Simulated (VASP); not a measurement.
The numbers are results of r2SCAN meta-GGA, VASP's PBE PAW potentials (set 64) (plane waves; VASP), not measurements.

The input files of a VASP run:

File KPOINTS:
```
Regular mesh
0
Gamma
5 5 5
0 0 0
```

### POSCAR
```
Ga4BiAs3
1
    5.8329139229     0.0000000000     0.0000000000
   -0.0000000000     5.8329139229    -0.0000000000
    0.0000000000    -0.0000000000     5.8329139229
Ga Bi As
4 1 3
Direct
  0.2613725278   0.2613725278   0.2613725278
  0.2613725278   0.7386274722   0.7386274722
  0.7386274722   0.7386274722   0.2613725278
  0.7386274722   0.2613725278   0.7386274722
  0.0000000000   1.0000000000   1.0000000000
  0.5000000000   0.5000000000   1.0000000000
  0.0000000000   0.5000000000   0.5000000000
  0.5000000000   1.0000000000   0.5000000000
```

### INCAR
```
LCHARG = .FALSE.
ENCUT = 400
METAGGA = R2SCAN
SIGMA = 0.1   ! width (eV)
ISIF = 3
ISMEAR = 1   ! Methfessel-Paxton
EDIFF = 1E-6   ! SCF stop (eV)
ALGO = Normal
LASPH = .TRUE.   ! aspherical one-centre terms
LWAVE = .FALSE.
LMIXTAU = .TRUE.
NELM = 100
PREC = Accurate
NSW = 60   ! most ionic steps
SYSTEM = Ga4BiAs3
LREAL = .FALSE.
IBRION = 2
LMAXMIX = 4   ! l cut-off of mixed one-centre charges
EDIFFG = -0.02
```

POTCAR, in this order: Ga_d Bi_d As (PBE.64 set). Program: vasp_std.

The run wrote:

**OSZICAR**
```
       N       E                     dE             d eps       ncg     rms          rms(c)
DAV:   1     0.622958459249E+03    0.62296E+03   -0.34074E+04  1012   0.210E+03
DAV:   2    -0.483914498598E+02   -0.67135E+03   -0.65118E+03  1060   0.578E+02
DAV:   3    -0.154587473736E+03   -0.10620E+03   -0.10328E+03  1110   0.181E+02
DAV:   4    -0.161433409481E+03   -0.68459E+01   -0.67882E+01  1187   0.482E+01
DAV:   5    -0.161653262386E+03   -0.21985E+00   -0.21956E+00  1479   0.868E+00    0.577E+00
DAV:   6    -0.154322272444E+03    0.73310E+01   -0.30395E+00  1300   0.195E+01    0.319E+00
DAV:   7    -0.148158829496E+03    0.61634E+01   -0.13507E+00  1051   0.734E+00    0.191E+00
DAV:   8    -0.150601299525E+03   -0.24425E+01   -0.14842E+00   989   0.600E+00    0.538E-01
DAV:   9    -0.150667500889E+03   -0.66201E-01   -0.21887E-01  1082   0.222E+00    0.490E-01
DAV:  10    -0.150722690313E+03   -0.55189E-01   -0.69279E-02  1024   0.162E+00    0.266E-01
DAV:  11    -0.150453406044E+03    0.26928E+00   -0.19302E-01   983   0.240E+00    0.146E-01
DAV:  12    -0.150689739894E+03   -0.23633E+00   -0.80353E-02   988   0.135E+00    0.164E-01
DAV:  13    -0.150690954108E+03   -0.12142E-02   -0.15719E-03  1338   0.221E-01    0.173E-01
DAV:  14    -0.150692067583E+03   -0.11135E-02   -0.18934E-04  1067   0.746E-02    0.154E-01
DAV:  15    -0.150692443422E+03   -0.37584E-03   -0.28513E-03  1028   0.395E-01    0.153E-01
DAV:  16    -0.150691989613E+03    0.45381E-03   -0.27243E-03   998   0.325E-01    0.306E-01
DAV:  17    -0.150692628574E+03   -0.63896E-03   -0.34847E-04  1123   0.125E-01    0.270E-01
DAV:  18    -0.150691195867E+03    0.14327E-02   -0.68120E-04  1059   0.198E-01    0.118E-01
DAV:  19    -0.150692961087E+03   -0.17652E-02   -0.29191E-04  1048   0.113E-01    0.854E-02
DAV:  20    -0.150693070448E+03   -0.10936E-03   -0.22925E-05  1147   0.284E-02    0.756E-02
DAV:  21    -0.150693403287E+03   -0.33284E-03   -0.11566E-04  1003   0.675E-02    0.228E-02
DAV:  22    -0.150693435529E+03   -0.32241E-04   -0.48094E-05  1212   0.400E-02    0.323E-03
DAV:  23    -0.150693442477E+03   -0.69487E-05   -0.35184E-06   882   0.157E-02    0.216E-03
DAV:  24    -0.150693442015E+03    0.46267E-06   -0.80053E-07   618   0.651E-03
   1 F= -.15069344E+03 E0= -.15069335E+03  d E =-.150693E+03
```

File OUTCAR:
```
------------------------ aborting loop because EDIFF is reached ----------------------------------------
  FORCE on cell =-STRESS in cart. coord.  units (eV):
  Direction    XX          YY          ZZ          XY          YZ          ZX
  --------------------------------------------------------------------------------------
  Total        0.0321842      0.0321842      0.0321842      0.0000000     -0.0000000      0.0000000
  in kB        0.2598345      0.2598345      0.2598345      0.0000000     -0.0000000      0.0000000
  external PRESSURE =       0.2598345 kB  Pullay stress =       0.0000000 kB
  volume of cell :      198.45
      direct lattice vectors                 reciprocal lattice vectors
     5.832913923  0.000000000  0.000000000     0.171440898  0.000000000  0.000000000
     0.000000000  5.832913923  0.000000000     0.000000000  0.171440898  0.000000000
     0.000000000  0.000000000  5.832913923     0.000000000  0.000000000  0.171440898
 POSITION                                       TOTAL-FORCE (eV/Angst)
 -----------------------------------------------------------------------------------
      1.52456      1.52456      1.52456         0.004312      0.004312      0.004312
      1.52456      4.30835      4.30835         0.004312     -0.004312     -0.004312
      4.30835      4.30835      1.52456        -0.004312     -0.004312      0.004312
      4.30835      1.52456      4.30835        -0.004312      0.004312     -0.004312
      0.00000      0.00000      0.00000        -0.000000     -0.000000      0.000000
      2.91646      2.91646      0.00000        -0.000000     -0.000000      0.000000
      0.00000      2.91646      2.91646         0.000000     -0.000000      0.000000
      2.91646      0.00000      2.91646        -0.000000     -0.000000      0.000000
 -----------------------------------------------------------------------------------
    total drift:                               -0.000000     -0.000000      0.000000
  FREE ENERGIE OF THE ION-ELECTRON SYSTEM (eV)
  ---------------------------------------------------
  free  energy   TOTEN  =      -150.6934420146 eV

  energy  without entropy=     -150.6931700054  energy(sigma->0) =     -150.69335134

 reached required accuracy - stopping structural energy minimisation
```
(Selected blocks of OUTCAR.)

The structure comes from a computed database's Ga4BiAs3 entry (P-43m); how it stands against other phases isn't given here. It was relaxed first, which changed the volume by -5 %. The start is the result of an earlier pass.
